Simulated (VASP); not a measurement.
MnPtS3, 5 atoms in the cell. Symmetry: Pm-3m, No. 221, cubic system. The conventional cell has a = 4.717 Å, b = 4.717 Å, c = 4.717 Å, α = 90.00°, β = 90.00°, γ = 90.00°. Around Mn (site symmetry m-3m) lie 12 S at 3.34 Å. Pt (site symmetry m-3m) has 6 S at 2.36 Å as nearest neighbours. S (site symmetry 4/mmm) is surrounded by 2 Pt at 2.36 Å. The cell was built by a generator and needn't be a form met in nature.

| Property | Result |
| --- | --- |
| Program | VASP 6.6.1 |
| Task | relaxation of cell and atoms |
| Functional | PBE |
| Potentials or basis | VASP PAW PBE potentials, release 64 (Mn_pv, Pt, S) |
| Cutoff | 600 eV |
| k mesh | 6 × 6 × 6 |
| Occupations | gaussian, width 0.05 eV |
| Spin | collinear spin, ferromagnetic start |
| Starting moments | [4.0, 0.0, 0.0, 0.0, 0.0] μB |
| Further INCAR settings | ALGO = Normal; EDIFF = 1e-07; IBRION = 2; EDIFFG = -0.01; NSW = 60; ISIF = 3 |

Potentials or basis: VASP PAW PBE potentials, release 64 (Mn_pv, Pt, S).

Command:

```sh
$ cat potpaw_PBE.64/Mn_pv/POTCAR potpaw_PBE.64/Pt/POTCAR potpaw_PBE.64/S/POTCAR > POTCAR
$ mpirun -np 1 vasp_std > vasp.out
```

Hardware: 1 thread of Intel(R) Xeon(R) 6975P-C (Granite Rapids), with other jobs on the host.

Task: How long does it take, and how much memory?

Result: It took 2.4 min on 1 thread of Intel(R) Xeon(R) 6975P-C (Granite Rapids) (shared host), peak memory 0.36 GiB. Counts: scf iterations 38, k points 20, ion steps 3.
